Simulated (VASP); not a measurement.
The input files of a VASP run:

INCAR:
```
LEFG=.TRUE.
ISIF=2   # forces and stress, cell fixed
LORBIT=11   # lm-projected
LASPH=.TRUE.   # aspherical one-centre terms
LREAL=.FALSE.
SYSTEM=AlPO4
LWAVE=.FALSE.
NEDOS=601
ENCUT=520   # plane-wave cut-off (eV)
NELM=100
ISMEAR=-5
EDIFF=1E-7   # SCF stop (eV)
PREC=Accurate
LCHARG=.TRUE.
ALGO=Normal
```

**POSCAR**
```
AlPO4
1.0
 -2.5044032151   2.5044032147   3.6805870505
  2.5044032151  -2.5044032147   3.6805870505
  2.5044032147   2.5044032151  -3.6805870505
Al P O
1 1 4
Direct
  0.0000000000   0.0000000000   0.0000000000
  0.7500000000   0.2500000000   0.5000000000
  0.9618706125   0.5986565137   0.8250290112
  0.4013434863   0.2263724975   0.3632140988
  0.7736275025   0.1368416012   0.1749709888
  0.8631583988   0.0381293875   0.6367859012
```

### KPOINTS
```
Automatic mesh
0
Gamma
7 7 7
0 0 0
```

POTCAR, in this order: Al P O (LDA.64 set). Program: vasp_std.

**Question.** Write an equivalent input for Ansatz.

**Answer.** One equivalent input (not run):
Ansatz 0.2 input:
```yaml
crystal:
  lattice:
    - [-2.5044032, 2.5044032, 3.6805871]
    - [2.5044032, -2.5044032, 3.6805871]
    - [2.5044032, 2.5044032, -3.6805871]
  atoms:
    - { symbol: Al, position: [0.0000000, 0.0000000, 0.0000000] }
    - { symbol: P, position: [0.7500000, 0.2500000, 0.5000000] }
    - { symbol: O, position: [0.9618706, 0.5986565, 0.8250290] }
    - { symbol: O, position: [0.4013435, 0.2263725, 0.3632141] }
    - { symbol: O, position: [0.7736275, 0.1368416, 0.1749710] }
    - { symbol: O, position: [0.8631584, 0.0381294, 0.6367859] }
kpoints:
  mp_grid: { grid: [7, 7, 7] }
hamiltonian:
  xc: lda
  pseudopotentials: { kind: paw }
scf:
  occupations: { method: tetrahedron }
  max_iter: 100
output: { forces: true, stress: true, eigenvalues: true }
```
Limits of the translation: each code has its own PAW files, so the cut-off isn't converted (ENCUT is set for VASP's; basis.ecutwfc is left out, and Ansatz then takes the one that its files recommend); Ansatz stops its SCF on the density residual and VASP on the energy change (EDIFF); Ansatz's lda is the Perdew-Wang form, while the LDA potentials of VASP carry Perdew-Zunger's; the field gradients of LEFG aren't asked of the other code.

The structure comes from a computed database's AlPO4 entry (I-4); how it stands against other phases isn't given here. It was relaxed first.
